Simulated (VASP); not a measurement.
OSZICAR of a VASP run on PtAl2 (fluorite):

### OSZICAR
```
       N       E                     dE             d eps       ncg     rms          rms(c)
DAV:   1    -0.129699949978E+01   -0.12970E+01   -0.71042E+03   696   0.119E+03
DAV:   2    -0.699022116346E+02   -0.68605E+02   -0.60863E+02   796   0.194E+02
DAV:   3    -0.718228920486E+02   -0.19207E+01   -0.18715E+01   892   0.326E+01
DAV:   4    -0.718421561892E+02   -0.19264E-01   -0.19257E-01   804   0.369E+00
DAV:   5    -0.718424629146E+02   -0.30673E-03   -0.30671E-03   856   0.511E-01    0.969E+00
DAV:   6    -0.678987055135E+02    0.39438E+01   -0.34047E+00   800   0.198E+01    0.363E+00
DAV:   7    -0.678255017967E+02    0.73204E-01   -0.42481E-01   780   0.654E+00    0.214E+00
DAV:   8    -0.678835332015E+02   -0.58031E-01   -0.92616E-02   720   0.248E+00    0.528E-01
DAV:   9    -0.678770444017E+02    0.64888E-02   -0.28668E-02   724   0.152E+00    0.171E-01
DAV:  10    -0.678890394972E+02   -0.11995E-01   -0.11121E-02   720   0.910E-01    0.116E-01
DAV:  11    -0.678899855811E+02   -0.94608E-03   -0.98638E-04   776   0.306E-01    0.351E-02
DAV:  12    -0.678900415028E+02   -0.55922E-04   -0.39711E-04   780   0.230E-01    0.175E-02
DAV:  13    -0.678902541597E+02   -0.21266E-03   -0.10159E-04   764   0.124E-01    0.536E-03
DAV:  14    -0.678902552687E+02   -0.11090E-05   -0.34399E-06   860   0.187E-02    0.214E-03
DAV:  15    -0.678902555755E+02   -0.30688E-06   -0.41973E-07   456   0.728E-03
   1 F= -.67890256E+02 E0= -.67890494E+02  d E =-.678903E+02
       N       E                     dE             d eps       ncg     rms          rms(c)
DAV:   1    -0.678972776584E+02   -0.70224E-02   -0.10934E-01   780   0.360E+00    0.529E-01
DAV:   2    -0.678902788398E+02    0.69988E-02   -0.34586E-02   780   0.203E+00    0.148E-01
DAV:   3    -0.678900891054E+02    0.18973E-03   -0.11663E-03   756   0.372E-01    0.545E-02
DAV:   4    -0.678899943373E+02    0.94768E-04   -0.20002E-04   740   0.104E-01    0.231E-02
DAV:   5    -0.678898847826E+02    0.10955E-03   -0.17655E-04   728   0.135E-01    0.104E-02
DAV:   6    -0.678900521160E+02   -0.16733E-03   -0.69154E-05   724   0.730E-02    0.812E-03
DAV:   7    -0.678900521557E+02   -0.39697E-07   -0.29340E-06   784   0.164E-02
   2 F= -.67890052E+02 E0= -.67890283E+02  d E =0.203420E-03
       N       E                     dE             d eps       ncg     rms          rms(c)
DAV:   1    -0.678930477738E+02   -0.29957E-02   -0.40264E-02   780   0.219E+00    0.324E-01
DAV:   2    -0.678905131885E+02    0.25346E-02   -0.12887E-02   780   0.123E+00    0.894E-02
DAV:   3    -0.678904548502E+02    0.58338E-04   -0.44634E-04   744   0.231E-01    0.306E-02
DAV:   4    -0.678904247413E+02    0.30109E-04   -0.74972E-05   736   0.637E-02    0.129E-02
DAV:   5    -0.678904061922E+02    0.18549E-04   -0.60899E-05   732   0.798E-02    0.630E-03
DAV:   6    -0.678904543838E+02   -0.48192E-04   -0.23654E-05   720   0.427E-02    0.481E-03
DAV:   7    -0.678904543379E+02    0.45913E-07   -0.10320E-06   540   0.101E-02
   3 F= -.67890454E+02 E0= -.67890691E+02  d E =-.198762E-03
```

**Question.** Which electronic solver shows in the log?

**Answer.** It is blocked Davidson (ALGO = Normal, or the opening steps of other solvers). The INCAR had ALGO = Normal.

**Question.** Can the final energy be trusted as converged?

**Answer.** The run converged. It stopped with EDIFF = 1E-6, NELM = 100, NSW = 60 and EDIFFG = -0.02 after 3 ionic steps (r2SCAN meta-GGA, plane waves, VASP's PBE PAW potentials (set 64)).

The compound is PtAl2 in the fluorite structure. This run relaxes it. Symmetry was kept, so distortions that lower it aren't found. The start is the result of an earlier pass.
